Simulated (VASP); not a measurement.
## CaHg₂ (space group P6/mmm): computed properties

These are PBEsol GGA, VASP's PBE PAW potentials (set 64) (plane waves; VASP 6.6.1) values and carry that method's errors.

```
Property                                                                                 Result
----------------------------------  -----------------------------------------------------------
space group                                                                        P6/mmm (191)
cell                                a = b = 4.9064 Å, c = 3.5207 Å, α = β = 90.00°, γ = 120.00°
volume per atom                                                                  24.47 Å^3/atom
band gap (over mesh and band path)                     none (metal, semimetal or under 0.01 eV)
band gap with spin-orbit coupling                                               none (metallic)
density                                                                              9.98 g/cm³
```

```yaml
crystal:
  lattice:
    - [4.90636, 0.00000, 0.00000]
    - [-2.45318, 4.24903, 0.00000]
    - [0.00000, 0.00000, 3.52070]
  atoms:
    - { symbol: Ca, position: [0.00000, 0.00000, 0.00000] }
    - { symbol: Hg, position: [0.66667, 0.33333, 0.50006] }
    - { symbol: Hg, position: [0.33333, 0.66667, 0.49994] }
```

Unless said otherwise, spin-orbit coupling is left out, though it shifts the bands of the heavy elements here.

The structure comes from a computed database's CaHg2 entry (P-3m1); how it stands against other phases isn't given here. It was relaxed first, which changed the volume by -19 %. The relaxed cell has space group P6/mmm. Symmetry was kept, so distortions that lower it aren't found.
